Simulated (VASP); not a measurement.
Calculation: PBE GGA, VASP's PBE PAW potentials (set 64) (plane waves; VASP).

VASP input:

INCAR:
```
! general
SYSTEM  = PtC
PREC    = Accurate
ENCUT   = 520
LREAL   = .FALSE.
LASPH   = .TRUE.   ! aspherical one-centre terms

! electronic loop
EDIFF   = 1E-7   ! SCF stop (eV)
NELM    = 100   ! most electronic steps
ALGO    = Normal
LMAXMIX = 6

! smearing
ISMEAR  = -5   ! tetrahedra, Bloechl

! functional
GGA     = PE

! ions
ISIF    = 2   ! forces and stress, cell fixed

! output
LWAVE   = .FALSE.
LCHARG  = .TRUE.
LORBIT  = 11
NEDOS   = 601   ! DOS grid

! other
LEFG    = .TRUE.
```

### POSCAR
```
PtC
1
    3.2039516146     0.0000000000     0.0000000000
   -1.6019758073     2.7747032494    -0.0000000000
   -0.0000000000     0.0000000000     5.9144425639
Pt C
2 2
Direct
  0.3333330000   0.6666670000   0.0080058123
  0.6666670000   0.3333330000   0.5080058123
  0.3333330000   0.6666670000   0.3669941877
  0.6666670000   0.3333330000   0.8669941877
```

KPOINTS:
```
Automatic mesh
0
Gamma
12 12 6
0 0 0
```

POTCAR, in this order: Pt C (PBE.64 set). Program: vasp_std.

For a metal the tetrahedron method with Blöchl corrections gives inexact stress and forces. Unless said otherwise, spin-orbit coupling is left out, though it shifts the bands of the heavy elements here.

Q: What does the run give for the energy per atom (σ→0), largest force, band gap (on the k-mesh)?

A: 
```json
{
  "energy per atom (σ→0)": "-6.720 eV/atom",
  "band gap (on the k-mesh)": "none (metal, semimetal or under 0.01 eV)",
  "largest_force": "0.073 eV/Å"
}
```

### OSZICAR
```
...
DAV:   9    -0.268798732668E+02    0.18004E-01   -0.39766E-02  3002   0.180E+00    0.364E-01
DAV:  10    -0.268800474725E+02   -0.17421E-03   -0.85148E-03  2988   0.641E-01    0.665E-02
DAV:  11    -0.268800298372E+02    0.17635E-04   -0.24652E-04  3054   0.127E-01    0.322E-02
DAV:  12    -0.268800178604E+02    0.11977E-04   -0.46492E-05  3486   0.538E-02    0.946E-03
DAV:  13    -0.268800181952E+02   -0.33476E-06   -0.54097E-06  2942   0.184E-02    0.199E-03
DAV:  14    -0.268800186628E+02   -0.46761E-06   -0.23461E-07  2054   0.452E-03    0.554E-04
DAV:  15    -0.268800187313E+02   -0.68550E-07   -0.76913E-08  1460   0.190E-03
   1 F= -.26880019E+02 E0= -.26880019E+02  d E =0.000000E+00
```

The structure was generated: PtC was put into the wurtzite type (P6_3mc), which need not be its known phase. It was relaxed first, which changed the volume by -10 %.
